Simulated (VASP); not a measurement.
Be (hcp): the lattice constant a from VASP (plane waves, PAW) at several levels of theory. Static lattice.  The measured value holds thermal and zero-point effects that the static calculation lacks.

| level | lattice constant a (Å) | error against measurement |
|---|---|---|
| LDA | 2.229 | -2.5 % |
| PBE | 2.261 | -1.1 % |
| PBEsol | 2.255 | -1.3 % |
| SCAN | 2.265 | -0.9 % |
| r2SCAN | 2.260 | -1.1 % |
| r2SCAN+rVV10 | 2.260 | -1.1 % |

Measured: 2.286 Å at 293 K (as given by Wikipedia, Beryllium (infobox)).

The cell of the LDA run:

```cif
data_Be2
_chemical_formula_sum 'Be2'
_space_group_name_H-M_alt 'P63/mmc'
_space_group_IT_number 194
_space_group_name_Hall '-P 6c 2c'
_cell_length_a 2.22951
_cell_length_b 2.22951
_cell_length_c 3.51777
_cell_angle_alpha 90.000
_cell_angle_beta 90.000
_cell_angle_gamma 120.000
loop_
_atom_site_label
_atom_site_type_symbol
_atom_site_symmetry_multiplicity
_atom_site_Wyckoff_symbol
_atom_site_fract_x
_atom_site_fract_y
_atom_site_fract_z
_atom_site_occupancy
Be1 Be 2 c 0.33333 0.66667 0.25000 1
```

Only levels that ran to the end are used. Left out are those held back, those with too coarse a band path, GW runs whose mesh misses a band edge, hybrids' fits of cells that aren't cubic and levels without matching references; a question may draw on a part of the rest.

The compound is Be in the hcp structure.
